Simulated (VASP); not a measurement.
All values below come from PBE GGA, VASP's PBE PAW potentials (set 64) (plane waves; VASP).

VASP input:

File POSCAR:
```
Ho
1
    1.8039385608    -3.1245132967    -0.0000000000
    1.8039385608     3.1245132967     0.0000000000
   -0.0000000000     0.0000000000     5.5562598429
Ho
2
Direct
  0.3333330000   0.6666670000   0.2500000000
  0.6666670000   0.3333330000   0.7500000000
```

**INCAR**
```
! general
SYSTEM   =  Ho
PREC     =  Accurate
ENCUT    =  530
LREAL    =  .FALSE.
LASPH    =  .TRUE.

! electronic loop
EDIFF    =  1E-7
NELM     =  100
ALGO     =  Normal
LMAXMIX  =  6

! smearing
ISMEAR   =  1
SIGMA    =  0.1

! functional
GGA      =  PE

! ions
IBRION   =  6
NSW      =  1
ISIF     =  3
POTIM    =  0.015
NFREE    =  2

! output
LWAVE    =  .FALSE.
LCHARG   =  .FALSE.
```

KPOINTS:
```
Automatic mesh
0
gamma
  11 11 6
```

POTCAR, in this order: Ho_3 (PBE.64 set). Program: vasp_std.

The resulting files:

**OUTCAR**
```
 ion  position               nearest neighbor table
   1  0.333  0.667  0.250-   2 3.47   2 3.47   2 3.47   2 3.47   2 3.47   2 3.47
   2  0.667  0.333  0.750-   1 3.47   1 3.47   1 3.47   1 3.47   1 3.47   1 3.47
  LATTYP: Found a hexagonal cell.
 ALAT       =     3.6078771698
 C/A-ratio  =     1.5400357555
 Subroutine PRICEL returns:
 Original cell was already a primitive cell.
 Subroutine GETGRP returns: Found 24 space group operations
The static configuration has the point symmetry D_3d.
 The point group associated with its full space group is D_6h.
The dynamic configuration has the point symmetry D_3d.
 Subroutine INISYM returns: Found 24 space group operations
 Subroutine IBZKPT returns following result:
 Found     64 irreducible k-points:

 Following reciprocal coordinates:
            Coordinates               Weight
  0.000000  0.000000  0.000000      1.000000
  0.090909  0.000000  0.000000      6.000000
  0.181818  0.000000  0.000000      6.000000
  0.272727  0.000000  0.000000      6.000000
  0.363636  0.000000  0.000000      6.000000
  0.454545  0.000000  0.000000      6.000000
  0.090909  0.090909  0.000000      6.000000
  0.181818  0.090909  0.000000     12.000000
  0.272727  0.090909  0.000000     12.000000
  0.363636  0.090909  0.000000     12.000000
  0.454545  0.090909  0.000000      6.000000
  0.181818  0.181818  0.000000      6.000000
  0.272727  0.181818  0.000000     12.000000
  0.363636  0.181818  0.000000     12.000000
  0.272727  0.272727  0.000000      6.000000
  0.363636  0.272727  0.000000      6.000000
  0.000000  0.000000  0.166667      2.000000
  0.090909  0.000000  0.166667     12.000000
  0.181818  0.000000  0.166667     12.000000
  0.272727  0.000000  0.166667     12.000000
  0.363636  0.000000  0.166667     12.000000
  0.454545  0.000000  0.166667     12.000000
...
```

### OSZICAR
```
...
DAV:   8    -0.903342684650E+01   -0.29839E-07   -0.47393E-08  4907   0.313E-03
   8 F= -.90334268E+01 E0= -.90348459E+01  d E =0.425729E-02
       N       E                     dE             d eps       ncg     rms          rms(c)
DAV:   1    -0.906003194089E+01   -0.26605E-01   -0.74959E-01  9385   0.744E+00    0.859E-01
DAV:   2    -0.904169736297E+01    0.18335E-01   -0.27247E-02 10166   0.200E+00    0.446E-01
DAV:   3    -0.903338092287E+01    0.83164E-02   -0.11511E-02 10835   0.104E+00    0.255E-01
DAV:   4    -0.903343557119E+01   -0.54648E-04   -0.16372E-03 10465   0.372E-01    0.784E-02
DAV:   5    -0.903342738010E+01    0.81911E-05   -0.69261E-05 11024   0.822E-02    0.146E-02
DAV:   6    -0.903342684475E+01    0.53535E-06   -0.93288E-06 11172   0.461E-02    0.704E-03
DAV:   7    -0.903342688136E+01   -0.36610E-07   -0.45008E-07  9379   0.901E-03
   9 F= -.90334269E+01 E0= -.90348460E+01  d E =0.425727E-02
       N       E                     dE             d eps       ncg     rms          rms(c)
DAV:   1    -0.903703120620E+01   -0.36044E-02   -0.66470E-01  7593   0.751E+00    0.538E-01
DAV:   2    -0.903318467855E+01    0.38465E-02   -0.21435E-02  8718   0.200E+00    0.308E-01
DAV:   3    -0.903211416608E+01    0.10705E-02   -0.52771E-03  9448   0.729E-01    0.126E-01
DAV:   4    -0.903300061034E+01   -0.88644E-03   -0.10092E-03  8752   0.276E-01    0.639E-02
DAV:   5    -0.903346915305E+01   -0.46854E-03   -0.83662E-05  9840   0.955E-02    0.913E-03
DAV:   6    -0.903350353898E+01   -0.34386E-04   -0.72194E-06  7904   0.232E-02    0.357E-03
DAV:   7    -0.903351989376E+01   -0.16355E-04   -0.54611E-07  7808   0.101E-02    0.386E-04
DAV:   8    -0.903351953079E+01    0.36297E-06   -0.47131E-08  4122   0.343E-03    0.251E-04
DAV:   9    -0.903351967465E+01   -0.14386E-06   -0.14732E-08  3807   0.270E-03    0.691E-05
DAV:  10    -0.903351976586E+01   -0.91211E-07   -0.86327E-09  3807   0.197E-03
  10 F= -.90335198E+01 E0= -.90349426E+01  d E =0.426859E-02
       N       E                     dE             d eps       ncg     rms          rms(c)
DAV:   1    -0.905711611192E+01   -0.23596E-01   -0.75255E-01  8183   0.735E+00    0.787E-01
DAV:   2    -0.904130521402E+01    0.15811E-01   -0.27447E-02  8766   0.206E+00    0.444E-01
DAV:   3    -0.903341502449E+01    0.78902E-02   -0.11421E-02  9592   0.100E+00    0.195E-01
DAV:   4    -0.903351611049E+01   -0.10109E-03   -0.12503E-03  7777   0.295E-01    0.786E-02
DAV:   5    -0.903351979455E+01   -0.36841E-05   -0.68395E-05  9640   0.114E-01    0.619E-03
DAV:   6    -0.903351971450E+01    0.80049E-07   -0.25386E-06  9264   0.174E-02    0.588E-03
DAV:   7    -0.903351973628E+01   -0.21781E-07   -0.74987E-08  5094   0.498E-03
  11 F= -.90335197E+01 E0= -.90349426E+01  d E =0.426859E-02
       N       E                     dE             d eps       ncg     rms          rms(c)
DAV:   1    -0.904108041149E+01   -0.75607E-02   -0.52617E-01  7890   0.599E+00    0.535E-01
DAV:   2    -0.903593286407E+01    0.51475E-02   -0.20913E-02  8703   0.185E+00    0.306E-01
DAV:   3    -0.903304194168E+01    0.28909E-02   -0.55247E-03  9784   0.719E-01    0.107E-01
DAV:   4    -0.903332835291E+01   -0.28641E-03   -0.83526E-04  8352   0.249E-01    0.505E-02
DAV:   5    -0.903350126002E+01   -0.17291E-03   -0.71731E-05  9843   0.950E-02    0.594E-03
DAV:   6    -0.903351707059E+01   -0.15811E-04   -0.52146E-06  7740   0.199E-02    0.214E-03
DAV:   7    -0.903352323792E+01   -0.61673E-05   -0.24494E-07  5831   0.783E-03    0.288E-04
DAV:   8    -0.903352335162E+01   -0.11370E-06   -0.45334E-08  4082   0.456E-03    0.193E-04
DAV:   9    -0.903352334544E+01    0.61782E-08   -0.20667E-08  3777   0.323E-03
  12 F= -.90335233E+01 E0= -.90349435E+01  d E =0.426059E-02
       N       E                     dE             d eps       ncg     rms          rms(c)
DAV:   1    -0.905731762201E+01   -0.23794E-01   -0.78915E-01  8150   0.755E+00    0.819E-01
DAV:   2    -0.904130394399E+01    0.16014E-01   -0.25598E-02  8694   0.189E+00    0.440E-01
DAV:   3    -0.903344400181E+01    0.78599E-02   -0.10948E-02  9560   0.976E-01    0.186E-01
DAV:   4    -0.903351762613E+01   -0.73624E-04   -0.12740E-03  7954   0.303E-01    0.809E-02
DAV:   5    -0.903352358513E+01   -0.59590E-05   -0.64236E-05  9611   0.105E-01    0.600E-03
DAV:   6    -0.903352341180E+01    0.17333E-06   -0.21765E-06  9195   0.164E-02    0.486E-03
DAV:   7    -0.903352342499E+01   -0.13191E-07   -0.11157E-07  5015   0.512E-03
  13 F= -.90335234E+01 E0= -.90349436E+01  d E =0.426053E-02
       N       E                     dE             d eps       ncg     rms          rms(c)
DAV:   1    -0.903447465029E+01   -0.95124E-03   -0.74512E-01  9498   0.157E+01    0.355E-01
DAV:   2    -0.903632796235E+01   -0.18533E-02   -0.51586E-02  9582   0.221E+00    0.212E-01
DAV:   3    -0.903473727978E+01    0.15907E-02   -0.28683E-03 11118   0.626E-01    0.790E-02
DAV:   4    -0.903474023354E+01   -0.29538E-05   -0.83401E-04 11624   0.283E-01    0.153E-02
DAV:   5    -0.903476246909E+01   -0.22236E-04   -0.87670E-05 10556   0.105E-01    0.481E-03
DAV:   6    -0.903476517628E+01   -0.27072E-05   -0.16194E-06 10232   0.144E-02    0.129E-03
DAV:   7    -0.903476652695E+01   -0.13507E-05   -0.48339E-08  5665   0.457E-03    0.475E-04
DAV:   8    -0.903476662531E+01   -0.98365E-07   -0.25036E-08  4447   0.274E-03
  14 F= -.90347666E+01 E0= -.90362565E+01  d E =0.446967E-02
       N       E                     dE             d eps       ncg     rms          rms(c)
DAV:   1    -0.902623154703E+01    0.85350E-02   -0.11006E+00  8681   0.215E+01    0.153E-01
DAV:   2    -0.903459648598E+01   -0.83649E-02   -0.83905E-02  8831   0.296E+00    0.617E-02
DAV:   3    -0.903476608447E+01   -0.16960E-03   -0.18125E-03 10593   0.552E-01    0.492E-02
DAV:   4    -0.903476582043E+01    0.26405E-06   -0.49646E-05 10648   0.140E-01    0.153E-02
DAV:   5    -0.903476700852E+01   -0.11881E-05   -0.39518E-06 10521   0.288E-02    0.432E-03
DAV:   6    -0.903476667051E+01    0.33801E-06   -0.83156E-07 10501   0.226E-02    0.155E-03
DAV:   7    -0.903476665849E+01    0.12025E-07   -0.56310E-08  4832   0.309E-03
  15 F= -.90347667E+01 E0= -.90362566E+01  d E =0.446968E-02
       N       E                     dE             d eps       ncg     rms          rms(c)
DAV:   1    -0.902818307883E+01    0.65836E-02   -0.91725E-01  3018   0.203E+01    0.249E-01
DAV:   2    -0.903433615597E+01   -0.61531E-02   -0.65044E-02  3292   0.268E+00    0.695E-02
DAV:   3    -0.903441723226E+01   -0.81076E-04   -0.10446E-03  3663   0.456E-01    0.176E-02
DAV:   4    -0.903442335931E+01   -0.61270E-05   -0.39377E-05  3185   0.666E-02    0.998E-03
DAV:   5    -0.903442904374E+01   -0.56844E-05   -0.27779E-06  3509   0.210E-02    0.220E-03
DAV:   6    -0.903443096903E+01   -0.19253E-05   -0.29443E-07  2910   0.518E-03    0.683E-04
DAV:   7    -0.903443158337E+01   -0.61434E-06   -0.27118E-08  2007   0.403E-03    0.194E-04
DAV:   8    -0.903443160321E+01   -0.19835E-07   -0.12232E-08  1902   0.276E-03
  16 F= -.90344316E+01 E0= -.90359142E+01  d E =0.444792E-02
       N       E                     dE             d eps       ncg     rms          rms(c)
DAV:   1    -0.902667281169E+01    0.77588E-02   -0.16028E+00  3143   0.268E+01    0.477E-01
DAV:   2    -0.903427091646E+01   -0.75981E-02   -0.91930E-02  3214   0.324E+00    0.111E-01
DAV:   3    -0.903442556656E+01   -0.15465E-03   -0.21087E-03  3585   0.544E-01    0.168E-02
DAV:   4    -0.903443081816E+01   -0.52516E-05   -0.67259E-05  3287   0.100E-01    0.116E-02
DAV:   5    -0.903443166092E+01   -0.84276E-06   -0.48342E-06  3588   0.199E-02    0.269E-03
DAV:   6    -0.903443177909E+01   -0.11816E-06   -0.54068E-07  3088   0.938E-03    0.118E-03
DAV:   7    -0.903443169392E+01    0.85161E-07   -0.42586E-08  2020   0.450E-03
  17 F= -.90344317E+01 E0= -.90359143E+01  d E =0.444786E-02
```

File OUTCAR:
```
------------------------ aborting loop because EDIFF is reached ----------------------------------------
  FORCE on cell =-STRESS in cart. coord.  units (eV):
  Direction    XX          YY          ZZ          XY          YZ          ZX
  --------------------------------------------------------------------------------------
  Total       -0.0015094     -0.0015094      0.0254090     -0.0000000      0.0000000      0.0000000
  in kB       -0.0386094     -0.0386094      0.6499534     -0.0000000      0.0000000      0.0000000
  external PRESSURE =       0.1909115 kB  Pullay stress =       0.0000000 kB
  volume of cell :       62.63
      direct lattice vectors                 reciprocal lattice vectors
     1.803938561 -3.124513297  0.000000000     0.277171302 -0.160024923  0.000000000
     1.803938561  3.124513297  0.000000000     0.277171302  0.160024923  0.000000000
     0.000000000  0.000000000  5.556259843     0.000000000  0.000000000  0.179977184
 POSITION                                       TOTAL-FORCE (eV/Angst)
 -----------------------------------------------------------------------------------
      1.80394      1.04151      1.37406         0.000000     -0.000000      0.066433
      1.80394     -1.04151      4.16719        -0.000000      0.000000     -0.066433
 -----------------------------------------------------------------------------------
    total drift:                                0.000000      0.000072     -0.000497
  FREE ENERGIE OF THE ION-ELECTRON SYSTEM (eV)
  ---------------------------------------------------
  free  energy   TOTEN  =        -9.0344316939 eV

  energy  without entropy=       -9.0388795554  energy(sigma->0) =       -9.03591431

   1 f  =    3.626261 THz    22.784472 2PiTHz  120.959061 cm-1    14.997005 meV
             X         Y         Z           dx          dy          dz
      1.803939  1.041507  1.389065     0.000000    0.000000    0.707107
      1.803939 -1.041507  4.167195    -0.000000   -0.000000   -0.707107

   2 f  =    2.091447 THz    13.140951 2PiTHz   69.763172 cm-1     8.649527 meV
             X         Y         Z           dx          dy          dz
      1.803939  1.041507  1.389065     0.000000   -0.707107   -0.000000
      1.803939 -1.041507  4.167195    -0.000000    0.707107   -0.000000

   3 f  =    2.091447 THz    13.140951 2PiTHz   69.763171 cm-1     8.649527 meV
             X         Y         Z           dx          dy          dz
      1.803939  1.041507  1.389065    -0.707107   -0.000000    0.000000
      1.803939 -1.041507  4.167195     0.707107    0.000000    0.000000

   4 f  =    0.000000 THz     0.000000 2PiTHz    0.000001 cm-1     0.000000 meV
             X         Y         Z           dx          dy          dz
      1.803939  1.041507  1.389065     0.006634   -0.082238    0.702277
      1.803939 -1.041507  4.167195     0.006634   -0.082238    0.702277

   5 f  =    0.000000 THz     0.000000 2PiTHz    0.000001 cm-1     0.000000 meV
             X         Y         Z           dx          dy          dz
      1.803939  1.041507  1.389065    -0.053558    0.700232    0.082505
      1.803939 -1.041507  4.167195    -0.053558    0.700232    0.082505

   6 f/i=    0.000000 THz     0.000000 2PiTHz    0.000000 cm-1     0.000000 meV
             X         Y         Z           dx          dy          dz
      1.803939  1.041507  1.389065     0.705044    0.053967   -0.000341
      1.803939 -1.041507  4.167195     0.705044    0.053967   -0.000341

 ELASTIC MODULI CONTR FROM IONIC RELAXATION (kBar)
 Direction    XX          YY          ZZ          XY          YZ          ZX
 --------------------------------------------------------------------------------
 XX         -33.9314     33.9314     -0.0000     -0.0000      0.0000      0.0000
 YY          33.9314    -33.9314      0.0000      0.0000      0.0000      0.0000
 ZZ          -0.0000      0.0000     -0.0000      0.0000      0.0000      0.0000
 XY          -0.0000      0.0000      0.0000    -33.9314      0.0000      0.0000
 YZ           0.0000      0.0000      0.0000      0.0000      0.0000      0.0000
 ZX           0.0000      0.0000      0.0000      0.0000      0.0000      0.0000
 --------------------------------------------------------------------------------

 TOTAL ELASTIC MODULI (kBar)
 Direction    XX          YY          ZZ          XY          YZ          ZX
 --------------------------------------------------------------------------------
 XX         876.9657    266.1432    209.2950     -0.0000      0.0000     -0.0000
 YY         266.1432    876.9658    209.2950      0.0000     -0.0000      0.0000
 ZZ         209.2950    209.2950    863.9371      0.0000      0.0000      0.0000
 XY          -0.0000      0.0000      0.0000    305.4113     -0.0000      0.0000
 YZ           0.0000     -0.0000      0.0000     -0.0000    320.8354      0.0000
 ZX          -0.0000     -0.0000      0.0000      0.0000      0.0000    320.8353
 --------------------------------------------------------------------------------
```
(Selected blocks of OUTCAR.)

The 4f electrons are frozen in the core of the lanthanide potential, so 4f levels, which can set the real gap, and their magnetism are missing. Finite-difference elastic constants of metals are sensitive to mesh and smearing; shear constants can be off by tens of GPa.

The compound is Ho in the hcp structure. It was relaxed first.
